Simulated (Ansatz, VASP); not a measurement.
# BAs in two plane-wave programs

Aim: how closely do two programs agree when they are given the same cell, functional and k mesh? The cell is taken from a series of runs on this material, whose earlier steps may have relaxed, scaled, displaced or heated it; both programs get it as it stands.

Main program and level: Ansatz 0.2.0; plane waves, with VASP 6.6.1 beside it; single point at HSE06.

### Step 1. The starting structure

Symmetry: F-43m, No. 216, cubic system. The conventional cell has a = 4.809 Å, b = 4.809 Å, c = 4.809 Å, α = 90.00°, β = 90.00°, γ = 90.00°. B has 4 As at 2.08 Å nearest. Nearest to As lie 4 B at 2.08 Å. Farther neighbours are not listed.

Structure file:

```cif
data_structure
_symmetry_space_group_name_H-M 'F-43m'
_symmetry_Int_Tables_number 216
_cell_length_a 4.8088
_cell_length_b 4.8088
_cell_length_c 4.8088
_cell_angle_alpha 90.000
_cell_angle_beta 90.000
_cell_angle_gamma 90.000
_cell_volume 111.20
loop_
_atom_site_label
_atom_site_type_symbol
_atom_site_symmetry_multiplicity
_atom_site_Wyckoff_symbol
_atom_site_fract_x
_atom_site_fract_y
_atom_site_fract_z
_atom_site_occupancy
B1 B 4 a 0.00000 0.00000 0.00000 1
As1 As 4 d 0.25000 0.25000 0.75000 1
```

### Step 2. VASP: single point, HSE06

With cell and atoms fixed, the geometry can't cause a difference; cores, projectors, grids and the points listed under the comparison can.

Lines of VASP's logs that name or quote its potential files are left out, and so is its time.

The run reads the wave functions of an earlier VASP run, which isn't shown here.

INCAR reads:

```
SYSTEM = BAs
PREC = Accurate
ENCUT = 420
EDIFF = 1E-06
NELM = 100
ISMEAR = 0
SIGMA = 0.01
LREAL = .FALSE.
ALGO = Normal
LHFCALC = .TRUE.
AEXX = 0.25
GGA = PE
HFSCREEN = 0.208
LASPH = .TRUE.
NBANDS = 10
PRECFOCK = Fast
LORBIT = 11
LWAVE = .FALSE.
LCHARG = .FALSE.
KPAR = 8
ISIF = 2
```

POSCAR reads:

```
BAs
1.0
    0.0000000000      2.4044053323      2.4044053323
    2.4044053323      0.0000000000      2.4044053323
    2.4044053323      2.4044053323      0.0000000000
B As
1 1
Direct
    0.0000000000      0.0000000000      0.0000000000
    0.2500000000      0.2500000000      0.2500000000
```

KPOINTS reads:

```
Automatic mesh
0
Gamma
6 6 6
0 0 0
```

PAW data sets: B and As (PBE family, release 64).

Run with:

```
$ mpirun -np 8 vasp_std
```

Numbers of over 12 decimals in the logs are rounded to 6 here.

What it wrote:

```text
[banner, memory and clock lines left out]
running    8 mpi-ranks, on    1 nodes
 distrk:  each k-point on    1 cores,    8 groups
 distr:  one band on    1 cores,    1 groups

 POSCAR found type information on POSCAR B As
 POSCAR found :  2 types and       2 ions
|                                                                             |
|           W    W    AA    RRRRR   N    N  II  N    N   GGGG   !!!           |
|           W    W   A  A   R    R  NN   N  II  NN   N  G    G  !!!           |
|           W    W  A    A  R    R  N N  N  II  N N  N  G       !!!           |
|           W WW W  AAAAAA  RRRRR   N  N N  II  N  N N  G  GGG   !            |
|           WW  WW  A    A  R   R   N   NN  II  N   NN  G    G                |
|           W    W  A    A  R    R  N    N  II  N    N   GGGG   !!!           |
|                                                                             |
|     For optimal performance we recommend to set                             |
|       NCORE = 2 up to number-of-cores-per-socket                            |
|     NCORE specifies how many cores store one orbital (NPAR=cpu/NCORE).      |
|     This setting can greatly improve the performance of VASP for DFT.       |
|     The default, NCORE=1 might be grossly inefficient on modern             |
|     multi-core architectures or massively parallel machines. Do your        |
|     Unfortunately you need to use the default for GW and RPA                |
|     calculations (for HF NCORE is supported but not extensively tested      |
|     yet).                                                                   |
|                                                                             |

 LDA part: xc-table for (Slater+PW92), standard interpolation
 found WAVECAR, reading the header
 POSCAR, INCAR and KPOINTS ok, starting setup
 FFT: planning ... GRIDC
 FFT: planning ... GRID_SOFT
 FFT: planning ... GRID
 reading WAVECAR
 the WAVECAR file was read successfully
 initial charge from wavefunction
 entering main loop
       N       E                     dE             d eps       ncg     rms          rms(c)
DAV:   1    -0.132345419218E+02   -0.13235E+02   -0.48236E-01   342   0.497E+00    0.244E+00
DAV:   2    -0.132362403373E+02   -0.16984E-02   -0.47979E-03   350   0.508E-01    0.159E+00
DAV:   3    -0.132354471934E+02    0.79314E-03   -0.78044E-04   356   0.174E-01    0.932E-01
DAV:   4    -0.132352086102E+02    0.23858E-03   -0.15605E-04   342   0.832E-02    0.535E-01
DAV:   5    -0.132351245332E+02    0.84077E-04   -0.32823E-05   358   0.384E-02    0.303E-01
DAV:   6    -0.132350961931E+02    0.28340E-04   -0.12678E-05   360   0.222E-02    0.171E-01
DAV:   7    -0.132350880925E+02    0.81006E-05   -0.37526E-06   360   0.126E-02    0.966E-02
DAV:   8    -0.132350858169E+02    0.22757E-05   -0.10171E-06   186   0.737E-03    0.547E-02
DAV:   9    -0.132350854051E+02    0.41173E-06   -0.39032E-07   182   0.470E-03
   1 F= -.13235085E+02 E0= -.13235085E+02  d E =-.540777E-66
```

From OUTCAR (step 2):

```text
ion  position               nearest neighbor table
   1  0.000  0.000  0.000-   2 2.08   2 2.08   2 2.08   2 2.08
   2  0.250  0.250  0.250-   1 2.08   1 2.08   1 2.08   1 2.08

  LATTYP: Found a face centered cubic cell.
 ALAT       =     4.8088106646

 Subroutine GETGRP returns: Found 24 space group operations
 (whereof 24 operations were pure point group operations)

The static configuration has the point symmetry T_d .

 Found     16 irreducible k-points:

   k-points           NKPTS =     16   k-points in BZ     NKDIM =    216   number of bands    NBANDS=     10

   dimension x,y,z NGX =    24 NGY =   24 NGZ =   24
   dimension x,y,z NGXF=    48 NGYF=   48 NGZF=   48

   ENCUT  =  420.0 eV  30.87 Ry    5.56 a.u.   5.68  5.68  5.68*2*pi/ulx,y,z

   NELECT =       8.0000    total number of electrons

 k-points in reciprocal lattice and weights: Automatic mesh
   0.00000000  0.00000000  0.00000000       0.005
   0.16666667  0.00000000  0.00000000       0.037
   0.33333333  0.00000000  0.00000000       0.037
   0.50000000  0.00000000  0.00000000       0.019
   0.16666667  0.16666667  0.00000000       0.028
   0.33333333  0.16666667  0.00000000       0.111
   0.50000000  0.16666667  0.00000000       0.111
  -0.33333333  0.16666667  0.00000000       0.111
  -0.16666667  0.16666667  0.00000000       0.056
[...]
-0.33333333  0.33333333  0.16666667       0.111
  -0.33333333  0.50000000  0.16666667       0.056

  exchange ACFDT corr.  =         0.00000000  see jH, gK, PRB 81, 115126

 average (electrostatic) potential at core
       1 -24.1278       2 -45.3012

 E-fermi :   5.6179

 k-point     1 :       0.0000    0.0000    0.0000
  band No.  band energies     occupation
      1     -11.2619      2.00000
      2       5.4983      2.00000
      3       5.4983      2.00000
      4       5.4983      2.00000
      5       9.5854      0.00000
      6       9.5854      0.00000
      7       9.5854      0.00000
      8      11.1017      0.00000
      9      16.0168      0.00000
    ...

 k-point     2 :       0.1667    0.0000    0.0000
  band No.  band energies     occupation
      1     -10.7712      2.00000
      2       2.3439      2.00000
      3       4.7907      2.00000
      4       4.7907      2.00000
      5       9.6002      0.00000
      6      10.5164      0.00000
      7      10.5164      0.00000
      8      13.1663      0.00000
      9      17.5053      0.00000
    ...

 k-point     3 :       0.3333    0.0000    0.0000
  band No.  band energies     occupation
      1      -9.3981      2.00000
      2      -1.8000      2.00000
      3       3.8852      2.00000
      4       3.8852      2.00000
      5       9.1216      0.00000
      6      11.2253      0.00000
      7      11.2253      0.00000
      8      15.3471      0.00000
      9      18.0159      0.00000
    ...

  Total       -0.5763682     -0.5763682     -0.5763682      0.0000000      0.0000000     -0.0000000
  in kB      -33.2167820    -33.2167820    -33.2167820      0.0000000      0.0000000     -0.0000000
  external PRESSURE =     -33.2167820 kB  Pullay stress =       0.0000000 kB

  energy-cutoff  :      420.00
  volume of cell :       27.80
      direct lattice vectors                 reciprocal lattice vectors
     0.000000000  2.404405332  2.404405332    -0.207951627  0.207951627  0.207951627
     2.404405332  0.000000000  2.404405332     0.207951627 -0.207951627  0.207951627
     2.404405332  2.404405332  0.000000000     0.207951627  0.207951627 -0.207951627

 POSITION                                       TOTAL-FORCE (eV/Angst)
 -----------------------------------------------------------------------------------
      0.00000      0.00000      0.00000         0.000000      0.000000      0.000000
      1.20220      1.20220      1.20220        -0.000000     -0.000000     -0.000000
 -----------------------------------------------------------------------------------
    total drift:                                0.000000      0.000001      0.000000

  FREE ENERGIE OF THE ION-ELECTRON SYSTEM (eV)
  ---------------------------------------------------
  free  energy   TOTEN  =       -13.2350854051 eV

  energy  without entropy=      -13.2350854051  energy(sigma->0) =      -13.23508541

 total charge
# of ion       s       p       d       tot
------------------------------------------
    1        0.653   1.152   0.000   1.805
    2        1.186   1.684   0.089   2.959
--------------------------------------------------
tot          1.839   2.836   0.089   4.764

[... 3 further parts left out ...]
```

The run ends at a pressure of -3.32 GPa.

### Step 3. Ansatz: single point, HSE06

Ansatz runs on its default PAW (the set named soft_2) files.

The same cell, functional and mesh now go to Ansatz, which takes its cutoff from its data sets.

input.yaml reads:

```yaml
crystal:
  lattice:
    - [0.0, 2.4044053323, 2.4044053323]
    - [2.4044053323, 0.0, 2.4044053323]
    - [2.4044053323, 2.4044053323, 0.0]
  atoms:
    - { symbol: B, position: [0.0, 0.0, 0.0] }
    - { symbol: As, position: [0.25, 0.25, 0.25] }
kpoints:
  mp_grid: { grid: [6, 6, 6] }
  band_path:
    path:
      - [0.0, 0.0, 0.0]
      - [-0.5, -0.5, 0.0]
      - [-0.375, -0.375, 0.25]
      - [-0.375, 0.0, 0.375]
      - [0.0, 0.0, 0.5]
      - [-0.5, -0.25, 0.25]
      - [-0.4, -0.4, 0.0]
    npoints: 1
hamiltonian:
  xc: hse06
scf:
  occupations: { method: fixed }
  n_extra_bands: 4
output:
  eigenvalues: true
```

Run with:

```
$ ansatz run input.yaml --threads 3 --pin off --max-ram 92160MiB --backend cuda --devices 1 --max-vram 13GiB --events-out ev --progress --plain --runs-dir out
```

What it wrote:

```text
scf.n_extra_bands = 4 over 9 filled bands (N_el = 18.0): the run solves 13 bands
GPUs: using 1 of 1 available (devices: 1).
Engine: ansatz 0.2.0, x86_64-unknown-linux-gnu
Pseudopotentials: kind: paw
Pseudopotential: B, paw, valence charge 3, recommended cutoff 420 eV (normal), B.paw.azcp
Pseudopotential: As, paw, valence charge 15, recommended cutoff 420 eV (normal), As.paw.azcp
Functional definition: HSE06
  parameter a = 0.25
  parameter omega = 0.11/bohr
  exchange = pbe_x - a*pbe_x_sr(omega) + a*exact_x_sr(omega)
  correlation = pbe_c
davidson cushion auto → on  (no smearing: the cushion is to keep the highest requested band from converging to the state above it; pin scf.eigensolver.cushion to override)
device memory: the entry about to start is reckoned to put 0.4 GiB on a device that reports 57.8 GiB free (of which the cap on the GPU budget leaves the run 13.0 GiB)
GPU FFT provider: cuFFT
GPU libraries: cuBLAS 13.8.2, cuFFT 12.4.0, cuSOLVER 12.3.4
Crystal: 2 atoms, lattice volume = 27.801 Å³
Basis set: ecut = 420 eV, 537 PW (Γ)
Bands: 13, of which v1, the nominal top of the filled ones, is band 9 counted from 1 (8 counted from 0)
Symmetry: 24 space group operations
Space group: F-43m (ITA 216), of the structure as read, at distance tolerance 3.0e-5 Å
k-points: 16 of 216 (time reversal used)
Non-local potential: B, projectors of the file, l = 0: 2, l = 1: 2, l = 2: 1
Non-local potential: As, projectors of the file, l = 0: 2, l = 1: 2, l = 2: 3, l = 3: 1
PAW form: soft (Blöchl's): semilocal exchange-correlation on the pseudo side does not see the compensation charge
PAW frozen core: B, regenerated for the run's functional, and the local potential with it (the file was generated under x = pbe(κ = 0.804, μ = 0.219515), c = pbe(β = 0.066725))
PAW frozen core: As, regenerated for the run's functional, and the local potential with it (the file was generated under x = pbe(κ = 0.804, μ = 0.219515), c = pbe(β = 0.066725))
PAW one-centre angular grid: B, 110 points (default); XC on 64 Gauss nodes
PAW one-centre angular grid: As, 590 points (default); XC on 64 Gauss nodes
Initial density: superposition of atomic densities (neutral atoms: chi_scale 0, normalization atom), corrected by the library's trained network
Initial wavefunctions: pseudopotential atomic-orbital guess
GPU buffer pool allocated for 13824 grid points (all kernels)
GPU transforms: local potential and band sums: pruned to the plane-wave sphere, on 24×24×24
Functional: x = pbe(κ = 0.804, μ = 0.219515), c = pbe(β = 0.066725), warm-up for x = pbe(κ = 0.804, μ = 0.219515) + 0.25 (exact − pbe) at short range (hse, ω = 0.207870 Å⁻¹), c = pbe(β = 0.066725); HSE06 as pw.x's `hse` composes it (authors' and Libxc's form: `xc: wpbeh`)
SCF iter   1: F=—  HF=-5012.085507 eV  |F-HF|=—  |Δ(HF+E_count)|=         —  Δρ=8.33e-4  dr2=7.51e-5  ethr=1.77e-3  ⟨swp⟩=2.0  Hψ=1373  notcnv=0
preconditioner: auto → none  [insulator: Δε(μ)=1.298 eV  Ē_g=12.259 eV  n_scr=8 (ndim 8)  ℏωp=19.9 eV  f_vac=0.001]
SCF iter   2: F=-5012.085638 eV  HF=-5012.085592 eV  |F-HF|=4.63e-5  |Δ(HF+E_count)|=   8.51e-5  Δρ=4.02e-4  dr2=1.99e-5  ethr=4.17e-7  ⟨swp⟩=3.9  Hψ=699  notcnv=0
SCF 1 stopped early in 2 iterations: F = -5012.085638 eV  dr2 = 1.99e-5
  greatest PAW one-centre occupation: 0.999 electrons in one spin orbital (limit 2), on the As atom at site 1 (counted from 0), in its partial waves of l = 2
device memory: the entry about to start is reckoned to put 1.1 GiB on a device that reports 58.2 GiB free (of which the cap on the GPU budget leaves the run 13.0 GiB)
GPU FFT provider: cuFFT
GPU libraries: cuBLAS 13.8.2, cuFFT 12.4.0, cuSOLVER 12.3.4
Initial density: handed on by an earlier stage of this run
Initial wavefunctions: those handed on with the density
GPU buffer pool allocated for 13824 grid points (all kernels)
GPU transforms: local potential and band sums: pruned to the plane-wave sphere, on 24×24×24
Functional: x = pbe(κ = 0.804, μ = 0.219515) + 0.25 (exact − pbe) at short range (hse, ω = 0.207870 Å⁻¹), c = pbe(β = 0.066725); HSE06 as pw.x's `hse` composes it (authors' and Libxc's form: `xc: wpbeh`)
Exchange kernel: α = 0.2500, screened, ω = 0.2079 Å⁻¹, Wigner–Seitz truncation, v(0) = 1044.5949 eV·Å³, q-mesh 6×6×6, nearest image of the exchange supercell L = 20.40 Å, pair-density grid 15×15×15, without the augmentation charges, whose exchange is taken in its separable form by FFT convolution over the k-point mesh (sized by the pseudopotential files, 20×20×20 at the most), smooth part of the exact exchange by density-matrix convolution in up to 1.91 GiB of GPU memory as planned if the GPU has room (build and FFT work areas not counted)
Frozen-core exchange: fock
SCF iter   1: F=—  HF=-5013.473346 eV  |F-HF|=—  |Δ(HF+E_count)|=         —  Δρ=6.50e-3  dr2=6.76e-3  ethr=1.10e-6  ⟨swp⟩=6.3  Hψ=1030  notcnv=0
preconditioner: auto → none  [insulator: Δε(μ)=1.910 eV  Ē_g=13.916 eV  n_scr=8 (ndim 8)  ℏωp=19.9 eV  f_vac=0.001]
SCF iter   2: F=—  HF=-5013.465625 eV  |F-HF|=—  |Δ(HF+E_count)|=   7.72e-3  Δρ=3.00e-3  dr2=1.81e-3  ethr=1.10e-6  ⟨swp⟩=4.0  Hψ=865  notcnv=0
SCF iter   3: F=—  HF=-5013.465284 eV  |F-HF|=—  |Δ(HF+E_count)|=   3.41e-4  Δρ=1.29e-3  dr2=3.91e-4  ethr=1.10e-6  ⟨swp⟩=3.8  Hψ=611  notcnv=0
SCF iter   4: F=—  HF=-5013.469155 eV  |F-HF|=—  |Δ(HF+E_count)|=   3.87e-3  Δρ=1.05e-3  dr2=1.16e-4  ethr=8.82e-7  ⟨swp⟩=4.0  Hψ=752  notcnv=0
SCF iter   5: F=—  HF=-5013.469089 eV  |F-HF|=—  |Δ(HF+E_count)|=   6.69e-5  Δρ=3.77e-4  dr2=1.59e-5  ethr=6.32e-7  ⟨swp⟩=3.0  Hψ=559  notcnv=0
iter 6 solved again at ethr=2.96e-9 eV; its pass at ethr=7.81e-8 eV (dr2=5.33e-7 eV) is discarded
SCF iter   6: F=-5013.469079 eV  HF=-5013.469080 eV  |F-HF|=6.47e-7  |Δ(HF+E_count)|=   9.05e-6  Δρ=7.09e-5  dr2=3.57e-6  ethr=2.96e-9  ⟨swp⟩=2.0  Hψ=1040  notcnv=0
SCF 2 stopped early in 6 iterations: F = -5013.469079 eV  dr2 = 3.57e-6
hybrid outer 1: dexx = +4.344e-3 eV, tail = 5.55e-5 eV
GPU FFT provider: cuFFT
GPU libraries: cuBLAS 13.8.2, cuFFT 12.4.0, cuSOLVER 12.3.4
GPU buffer pool allocated for 13824 grid points (all kernels)
GPU transforms: local potential and band sums: pruned to the plane-wave sphere, on 24×24×24
Exchange kernel: α = 0.2500, screened, ω = 0.2079 Å⁻¹, Wigner–Seitz truncation, v(0) = 1044.5949 eV·Å³, q-mesh 6×6×6, nearest image of the exchange supercell L = 20.40 Å, pair-density grid 15×15×15, without the augmentation charges, whose exchange is taken in its separable form by FFT convolution over the k-point mesh (sized by the pseudopotential files, 20×20×20 at the most), smooth part of the exact exchange by density-matrix convolution in up to 1.91 GiB of GPU memory as planned if the GPU has room (build and FFT work areas not counted)
Frozen-core exchange: fock
SCF iter   1: F=—  HF=-5013.469334 eV  |F-HF|=—  |Δ(HF+E_count)|=         —  Δρ=1.07e-4  dr2=2.01e-6  ethr=1.54e-6  ⟨swp⟩=2.4  Hψ=488  notcnv=0
preconditioner: auto → none  [insulator: Δε(μ)=1.953 eV  Ē_g=13.922 eV  n_scr=8 (ndim 8)  ℏωp=19.9 eV  f_vac=0.002]
iter 2 solved again at ethr=7.24e-11 eV; its pass at ethr=9.61e-9 eV (dr2=1.30e-8 eV) is discarded
SCF iter   2: F=-5013.469334 eV  HF=-5013.469334 eV  |F-HF|=2.35e-8  |Δ(HF+E_count)|=   3.68e-8  Δρ=1.08e-5  dr2=8.73e-8  ethr=7.24e-11  ⟨swp⟩=2.6  Hψ=1239  notcnv=0
SCF 3 converged in 2 iterations: F = -5013.469334 eV  dr2 = 8.73e-8
hybrid outer 2: dexx = +7.292e-7 eV, tail = 3.28e-7 eV, Δε = 2.53e-3 eV (about 3.60e-4 eV left of the loop's levels)
the search or the solves at the SCF's close seem to have found levels that the self-consistency loop had missed (the run counts 1). By its estimate they hold under 1e-12 electrons; where the run keeps them, the occupations were computed again with them
device memory: the entry about to start is reckoned to put 0.3 GiB on a device that reports 58.5 GiB free (of which the cap on the GPU budget leaves the run 13.0 GiB)
NSCF: frozen V_eff on 7 k-points
hybrid SCF converged: 2 outer / 8 inner (+2 warm-up), last move |dexx| = 7.29e-7 eV, tail = 3.28e-7 eV
Stability not checked: this state was not tested for a lower state beside it, because the functional holds exact exchange (a hybrid, or Hartree-Fock), whose exchange loop this test does not read (fock_operator; see scf.lower_state_search)
Free energy (F): -5013.469335 eV
Frozen-core exchange: fock
Harris-Foulkes:  -5013.469335 eV  (|F-HF|=2.35e-8)
Internal energy: -5013.469335 eV  (E = F + TS)
E sigma→0 (E₀):  -5013.469335 eV
Fermi energy:    10.429122 eV
--- Per-component energies (eV) ---
  E_band       = -261.854053
  E_kinetic    = 150.171294
  E_local      = -1710.852388  (includes V_loc(G=0)·N_el)
  E_nonlocal   = -658.793713
  E_hartree    = 947.394140
  E_xc         = -90.080795
  E_vxc        = -94.394456  (∫ρ·V_xc dr)
  E_exx        = -66.618870  (= α·E_x^exact, valence–valence)
  E_paw        = -1869.557351  (= ΣΔE_a)
  E_vpaw       = 290.463804  (= ΣTr[D̂ρ^β])
  E_aug_tail   = 0.000006  (compensation charges beyond the density's cutoff)
  E_ewald      = -1714.358859
  E_core_change = -0.772800  (= ΣΔE_core)
  E_smearing   = -0.000000  (= −TS)
  E_closure    = -0.000000  (closes the sum)
  Σ components = -5013.469335   (vs F -5013.469335, Δ=0.00e0)
--- Band table (eV; the first three rows and the last of 16) ---
  k-point 0: bands = [... 5 lower, -6.3288, 10.4291, 10.4291, 10.4291, 14.5203, 14.5203, 14.5203, 16.0257]
  k-point 1: bands = [... 5 lower, -5.8376, 7.2698, 9.7195, 9.7195, 14.5306, 15.4556, 15.4556, 18.0940]
  k-point 2: bands = [... 5 lower, -4.4618, 3.1222, 8.8118, 8.8118, 14.0504, 16.1686, 16.1686, 20.2700]
  k-point 15: bands = [... 5 lower, -1.6037, 1.3880, 4.9302, 5.1432, 15.0123, 15.2712, 20.2309, 20.4562]
```

### Step 4. Side by side

Known differences besides the potentials themselves: exact exchange at q = 0 is treated differently, which shows on coarse meshes; VASP keeps PBE cores, Ansatz makes them for the functional; fixed occupations in Ansatz, narrow Gaussian smearing in VASP; the data sets hold 18 valence electrons in Ansatz (on its default PAW (the set named soft_2) files) and 8 in VASP; VASP takes a coarser grid for exact exchange (PRECFOCK = Fast). Total energies have different zeros and are not compared.

The two programs side by side:

| quantity | Ansatz | VASP | difference |
| --- | --- | --- | --- |
| gap on the k mesh (eV) | 1.953 | 1.961 | -0.008 |

A gap on the mesh is an upper bound, since the band edges may lie between its points.

### Step 5. What came out

```yaml
difference_in_gap_on_the_k_mesh_single_point_hse06: -0.0079 eV
```

What this shows: The difference in gap on the k mesh is -0.0079 eV (single point, HSE06), within the 0.08 eV picked in this series as the mark of a large difference. The data sets hold unlike numbers of valence electrons (18 in Ansatz and 8 in VASP), so part of the differences comes from the potentials. How closely two codes agree says nothing of how well the functional describes the real material.

[Lines on the potential files, build, host, timing and source positions are cut from VASP's logs without a mark.]

[Logs are printed without paths, hosts, clocks, repeated set-up lines and the standing remarks that a program may print on its own settings, such as how far it seeks lower states.]

[Hosts, paths, dates, database ids (printed as entryN), source tags and the programs' standing remarks are cut or masked in the printed files.]
